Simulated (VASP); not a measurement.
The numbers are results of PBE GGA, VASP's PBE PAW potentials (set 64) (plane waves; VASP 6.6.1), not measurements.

VASP input:

**KPOINTS**
```
Automatic mesh
0
Gamma
8 8 8
0 0 0
```

POSCAR:
```
NiO
1
    4.1866556908     2.0890034039     2.0890034039
    2.0890034039     4.1866556908     2.0890034039
    2.0890034039     2.0890034039     4.1866556908
Ni O
2 2
Direct
  0.0000000000   0.0000000000   0.0000000000
  0.5000000000   0.5000000000   0.5000000000
  0.2500000000   0.2500000000   0.2500000000
  0.7500000000   0.7500000000   0.7500000000
```

INCAR:
```
! general
SYSTEM   =  NiO
PREC     =  Accurate
ENCUT    =  520   ! plane-wave cut-off (eV)
LREAL    =  .False.   ! projection in real space or not
LASPH    =  .True.   ! aspherical one-centre terms

! electronic loop
EDIFF    =  1E-6   ! SCF stop (eV)
NELM     =  100
ALGO     =  Normal   ! blocked Davidson
LMAXMIX  =  4   ! l cut-off of mixed one-centre charges

! smearing
ISMEAR   =  0
SIGMA    =  0.05   ! width (eV)

! functional
GGA      =  PE   ! PBE

! spin
ISPIN    =  2   ! spin-polarised
MAGMOM   =  1.4 -1.4 2*0.0

! output
LWAVE    =  .False.
LCHARG   =  .True.
LORBIT   =  10
```

POTCAR, in this order: Ni O (PBE.64 set). Program: vasp_std.

What VASP printed:

OSZICAR:
```
       N       E                     dE             d eps       ncg     rms          rms(c)
DAV:   1     0.259135893961E+03    0.25914E+03   -0.15943E+04  5304   0.211E+03
DAV:   2     0.385586836469E+01   -0.25528E+03   -0.23906E+03  5360   0.409E+02
DAV:   3    -0.266254983454E+02   -0.30481E+02   -0.28938E+02  6012   0.158E+02
DAV:   4    -0.276361107851E+02   -0.10106E+01   -0.10040E+01  5796   0.309E+01
DAV:   5    -0.276648824892E+02   -0.28772E-01   -0.28750E-01  6244   0.492E+00    0.203E+01
DAV:   6    -0.249821968652E+02    0.26827E+01   -0.45641E+01  7852   0.111E+02    0.220E+01
DAV:   7    -0.233353488244E+02    0.16468E+01   -0.75480E+00  6664   0.843E+01    0.931E+00
DAV:   8    -0.235518214342E+02   -0.21647E+00   -0.22482E+00  5876   0.133E+01    0.610E+00
DAV:   9    -0.234667976237E+02    0.85024E-01   -0.22192E-01  8420   0.129E+01    0.182E+00
DAV:  10    -0.234875316841E+02   -0.20734E-01   -0.83777E-02  7360   0.460E+00    0.909E-01
DAV:  11    -0.234866405117E+02    0.89117E-03   -0.19842E-02  8304   0.382E+00    0.154E-01
DAV:  12    -0.234871354880E+02   -0.49498E-03   -0.46906E-03  5712   0.619E-01    0.117E-01
DAV:  13    -0.234870483791E+02    0.87109E-04   -0.30197E-04  7600   0.185E-01    0.573E-02
DAV:  14    -0.234870609778E+02   -0.12599E-04   -0.20424E-04  7732   0.225E-01    0.378E-02
DAV:  15    -0.234870560771E+02    0.49006E-05   -0.34620E-05  7672   0.856E-02    0.117E-02
DAV:  16    -0.234870564763E+02   -0.39916E-06   -0.51868E-06  5608   0.338E-02
   1 F= -.23487056E+02 E0= -.23487056E+02  d E =-.696128E-14  mag=     0.0000
```

OUTCAR:
```
------------------------ aborting loop because EDIFF is reached ----------------------------------------
  FORCE on cell =-STRESS in cart. coord.  units (eV):
  Direction    XX          YY          ZZ          XY          YZ          ZX
  --------------------------------------------------------------------------------------
  Total        0.0000660      0.0000660      0.0000660     -0.0282846     -0.0282846     -0.0282846
  in kB        0.0028722      0.0028722      0.0028722     -1.2312477     -1.2312477     -1.2312477
  external PRESSURE =       0.0028722 kB  Pullay stress =       0.0000000 kB
  volume of cell :       36.81
      direct lattice vectors                 reciprocal lattice vectors
     4.186655691  2.089003404  2.089003404     0.357665805 -0.119057628 -0.119057628
     2.089003404  4.186655691  2.089003404    -0.119057628  0.357665805 -0.119057628
     2.089003404  2.089003404  4.186655691    -0.119057628 -0.119057628  0.357665805
 POSITION                                       TOTAL-FORCE (eV/Angst)
 -----------------------------------------------------------------------------------
      0.00000      0.00000      0.00000        -0.000000      0.000000      0.000000
      4.18233      4.18233      4.18233         0.000000      0.000000     -0.000000
      2.09117      2.09117      2.09117         0.000000      0.000000     -0.000000
      6.27350      6.27350      6.27350        -0.000000     -0.000000     -0.000000
 -----------------------------------------------------------------------------------
    total drift:                                0.000000     -0.000000     -0.000000
  FREE ENERGIE OF THE ION-ELECTRON SYSTEM (eV)
  ---------------------------------------------------
  free  energy   TOTEN  =       -23.4870564763 eV

  energy  without entropy=      -23.4870564763  energy(sigma->0) =      -23.48705648

 total charge

# of ion       s       p       d       tot
------------------------------------------
    1        0.326   0.394   8.258   8.978
    2        0.326   0.394   8.258   8.978
    3        1.562   3.405   0.000   4.967
    4        1.562   3.405   0.000   4.967
--------------------------------------------------
tot          3.776   7.598  16.515  27.889

 magnetization (x)

# of ion       s       p       d       tot
------------------------------------------
    1       -0.009  -0.013   1.372   1.350
    2        0.009   0.013  -1.372  -1.350
    3        0.000   0.000   0.000   0.000
    4        0.000   0.000   0.000   0.000
--------------------------------------------------
tot          0.000   0.000   0.000   0.000
```
(Selected blocks of OUTCAR.)

The compound is NiO in the rock salt, AFM-II order structure. It was relaxed first.
